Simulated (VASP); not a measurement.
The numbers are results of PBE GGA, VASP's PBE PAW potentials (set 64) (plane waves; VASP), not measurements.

Input for VASP

**INCAR**
```
! general
SYSTEM=Al
PREC  =Accurate
ENCUT =300
LREAL =F
LASPH =T

! electronic loop
EDIFF =1E-6   ! SCF stop (eV)
NELM  =100   ! most electronic steps
ALGO  =Normal

! smearing
ISMEAR=1   ! Methfessel-Paxton
SIGMA =0.1   ! width (eV)

! functional
GGA   =PE

! ions
ISIF  =2

! output
LWAVE =F
LCHARG=F
```

KPOINTS:
```
Automatic mesh
0
Gamma
14 14 14
0 0 0
```

POSCAR:
```
Al
4.038930
  0.0000000000   0.5000000000   0.5000000000
  0.5000000000   0.0000000000   0.5000000000
  0.5000000000   0.5000000000   0.0000000000
Al
1
Cartesian
  0.0000000000   0.0000000000   0.0000000000
```

POTCAR, in this order: Al (PBE.64 set). Program: vasp_std.

Output

OSZICAR:
```
       N       E                     dE             d eps       ncg     rms          rms(c)
DAV:   1    -0.243586553042E+01   -0.24359E+01   -0.62500E+02  1260   0.189E+02
DAV:   2    -0.374820233018E+01   -0.13123E+01   -0.11906E+01  1445   0.226E+01
DAV:   3    -0.375720100240E+01   -0.89987E-02   -0.89870E-02  1325   0.209E+00
DAV:   4    -0.375721770369E+01   -0.16701E-04   -0.16701E-04  1425   0.884E-02
DAV:   5    -0.375721777908E+01   -0.75397E-07   -0.75024E-07  1395   0.435E-03    0.136E+00
DAV:   6    -0.374402375518E+01    0.13194E-01   -0.16324E-03  1260   0.278E-01    0.790E-01
DAV:   7    -0.373432608038E+01    0.96977E-02   -0.49717E-03  1225   0.455E-01    0.157E-01
DAV:   8    -0.373432214170E+01    0.39387E-05   -0.24910E-05  1300   0.523E-02    0.138E-02
DAV:   9    -0.373432022402E+01    0.19177E-05   -0.11412E-06  1195   0.704E-03    0.943E-04
DAV:  10    -0.373431990729E+01    0.31673E-06   -0.55130E-09   690   0.765E-04
   1 F= -.37343199E+01 E0= -.37344448E+01  d E =0.374794E-03
```

OUTCAR:
```
------------------------ aborting loop because EDIFF is reached ----------------------------------------
  FORCE on cell =-STRESS in cart. coord.  units (eV):
  Direction    XX          YY          ZZ          XY          YZ          ZX
  --------------------------------------------------------------------------------------
  Total       -0.0240748     -0.0240748     -0.0240748      0.0000000      0.0000000     -0.0000000
  in kB       -2.3417174     -2.3417174     -2.3417174      0.0000000      0.0000000     -0.0000000
  external PRESSURE =      -2.3417174 kB  Pullay stress =       0.0000000 kB
  volume of cell :       16.47
      direct lattice vectors                 reciprocal lattice vectors
     0.000000000  2.019465000  2.019465000    -0.247590327  0.247590327  0.247590327
     2.019465000  0.000000000  2.019465000     0.247590327 -0.247590327  0.247590327
     2.019465000  2.019465000  0.000000000     0.247590327  0.247590327 -0.247590327
 POSITION                                       TOTAL-FORCE (eV/Angst)
 -----------------------------------------------------------------------------------
      0.00000      0.00000      0.00000         0.000000      0.000000      0.000000
 -----------------------------------------------------------------------------------
    total drift:                                0.000000      0.000000      0.000000
  FREE ENERGIE OF THE ION-ELECTRON SYSTEM (eV)
  ---------------------------------------------------
  free  energy   TOTEN  =        -3.7343199073 eV

  energy  without entropy=       -3.7346947009  energy(sigma->0) =       -3.73444484
```
(Selected blocks of OUTCAR.)

The structure comes from a computed database's Al entry; how it stands against other phases isn't given here. The cell was not relaxed at this level.
